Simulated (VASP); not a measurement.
Set up this calculation in VASP 6.6.1, as the native input.

| Property | Result |
| --- | --- |
| Task | single point |
| Functional | r2SCAN |
| Potentials or basis | VASP PAW PBE potentials, release 64 (Si, W_sv, C) |
| Cutoff | 520 eV |
| k mesh | 6 × 6 × 6 |
| Occupations | gaussian, width 0.1 eV |
| Spin | no spin polarisation |
| Further INCAR settings | ALGO = Normal; EDIFF = 1e-06; NBANDS = 46 |

The structure of Si2WC3 lies in POSCAR:

```
Si2WC3
1.0
    4.9159800000     -2.8310000000      0.0000000000
    4.9159800000      2.8310000000      0.0000000000
    0.0000000000      0.0000000000      4.8271000000
Si W C
4 2 6
Direct
    0.1745360000      0.4855500000      0.5135010000
    0.8254640000      0.5144500000      0.0135010000
    0.5144500000      0.8254640000      0.5135010000
    0.4855500000      0.1745360000      0.0135010000
    0.1522700000      0.8477300000      0.9438130000
    0.8477300000      0.1522700000      0.4438130000
    0.1575510000      0.4809240000      0.8981750000
    0.5190760000      0.8424490000      0.8981750000
    0.7866430000      0.2133570000      0.9018330000
    0.4809240000      0.1575510000      0.3981750000
    0.8424490000      0.5190760000      0.3981750000
    0.2133570000      0.7866430000      0.4018330000
```

The cell was built by a generator and needn't be a form met in nature.

The input as run:

INCAR

```
SYSTEM = Si2WC3
ALGO = Normal
EDIFF = 1E-6
ENCUT = 520
ISIF = 2
ISMEAR = 0
KPAR = 4
LASPH = .TRUE.
LCHARG = .FALSE.
LMIXTAU = .TRUE.
LREAL = .FALSE.
LWAVE = .FALSE.
METAGGA = R2SCAN
NBANDS = 46
NELM = 150
PREC = Accurate
SIGMA = 0.1
```

KPOINTS

```
k-points
0
G
  6 6 6
  0 0 0
```

Potentials or basis: VASP PAW PBE potentials, release 64 (Si, W_sv, C).

Command:

```console
$ cat potpaw_PBE.64/Si/POTCAR potpaw_PBE.64/W_sv/POTCAR potpaw_PBE.64/C/POTCAR > POTCAR
$ mpirun -np 4 vasp_std > vasp.out
```

Results of the run:

```json
{
  "Pressure": "-3.1 GPa",
  "Largest force": "0.146 eV/Å",
  "Band gap on the k mesh": "none (metal or under the smearing width)"
}
```

Caveat: the PAW data sets were made with another functional, which shifts forces and pressure a little.

Run time: 4 min on 4 MPI ranks on Intel(R) Xeon(R) Platinum 8488C (Sapphire Rapids), on a shared host, peak memory 0.43 GiB a rank.
